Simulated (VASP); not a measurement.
Consider the following.

```
CELL_PARAMETERS angstrom
      4.32214     0.00000     0.00000
      0.00000     4.32214     0.00000
      0.00000     0.00000     4.32214
ATOMIC_POSITIONS crystal
  Cs 0.00000 0.00000 0.00000
  Br 0.50000 0.50000 0.50000
```

All values below come from r2SCAN meta-GGA, VASP's PBE PAW potentials (set 64) (plane waves; VASP). Settings: 480 eV cut-off, 6×6×6 Γ-centred mesh, Gaussian smearing of 0.050 eV, potentials Cs_sv Br.

Energy and stress use the plane-wave basis of the starting cell.

Q: The ions, cell shape and volume at an external pressure of 5.0 GPa are relaxed. Which structure does the run end with?

A: 
```
CELL_PARAMETERS angstrom
      4.05537     0.00000     0.00000
      0.00000     4.05537     0.00000
      0.00000     0.00000     4.05537
ATOMIC_POSITIONS crystal
  Cs 0.00000 0.00000 0.00000
  Br 0.50000 0.50000 0.50000
```
Space group Pm-3m (221), at a tolerance of 0.03 Å.

Q: How do energy and volume change from the first to the last step?

A: The energy (σ→0) changes by +91.3 meV/atom and the volume by -17.4 %, in 3 ionic steps.

```json
[
 {"step": "1", "E(σ→0) (eV)": "-42.3250", "max force (eV/Å)": "0.000", "pressure (GPa)": "0.05", "volume (Å³)": "80.74"},
 {"step": "2", "E(σ→0) (eV)": "-42.1522", "max force (eV/Å)": "0.000", "pressure (GPa)": "4.81", "volume (Å³)": "67.02"},
 {"step": "3", "E(σ→0) (eV)": "-42.1424", "max force (eV/Å)": "0.000", "pressure (GPa)": "4.99", "volume (Å³)": "66.69"}
]
```

The compound is CsBr in the CsCl type structure. This run relaxes it under an external pressure of 5 GPa. Symmetry was kept, so distortions that lower it aren't found.
